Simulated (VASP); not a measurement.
An input for Ansatz (written as the equivalent of a VASP run, and not itself run):

Ansatz 0.2 input:
```yaml
crystal:
  lattice:
    - [0.0000000, 3.1012540, 3.0807420]
    - [3.1128740, 0.0000000, 3.0807420]
    - [3.1128740, 3.1012540, 0.0000000]
  atoms:
    - { symbol: Ga, position: [0.0000000, 0.0000000, 0.0000000] }
    - { symbol: Sb, position: [0.2425810, 0.2574190, 0.2574190] }
kpoints:
  mp_grid: { grid: [7, 7, 7] }
hamiltonian:
  xc: pbe
  pseudopotentials: { kind: paw }
scf:
  occupations: { method: gaussian, width: 0.05 }
  max_iter: 100
output: { forces: true, stress: true, eigenvalues: true }
```

### Question
Translate this input to VASP (INCAR, KPOINTS, POSCAR, choice of POTCAR).

### Answer
This is not unique; one that fits is 
INCAR:
```
SYSTEM  =  GaSb
PREC  =  Accurate; ENCUT  =  400; LREAL  =  F
LASPH  =  T
EDIFF  =  1E-3; NELM  =  100; ALGO  =  Normal
LMAXMIX  =  4
ISMEAR  =  0; SIGMA  =  0.05
GGA  =  PE
ISIF  =  2
LWAVE  =  F; LCHARG  =  F
```

**POSCAR**
```
GaSb
4.3713550
  0.0000000000   0.7094491296   0.7047567631
  0.7121073443   0.0000000000   0.7047567631
  0.7121073443   0.7094491296   0.0000000000
Ga Sb
1 1
Cart
  0.0000000000   0.0000000000   0.0000000000
  0.3666199209   0.3547245648   0.3523783815
```

### KPOINTS
```
Automatic mesh
0
Gamma
7 7 7
0 0 0
```

POTCAR, in this order: Ga_d Sb (PBE.64 set). Program: vasp_std.

Limits of the translation: each code has its own PAW files, so the cut-off isn't converted (ENCUT is set for VASP's; basis.ecutwfc is left out, and Ansatz then takes the one that its files recommend); Ansatz stops its SCF on the density residual and VASP on the energy change (EDIFF).

The compound is GaSb in the zinc blende structure. The cell was not relaxed at this level, atoms are displaced from their ideal sites. The run is one of a series of settings (EDIFF = 1E-3 against the base run), some of them coarse on purpose.
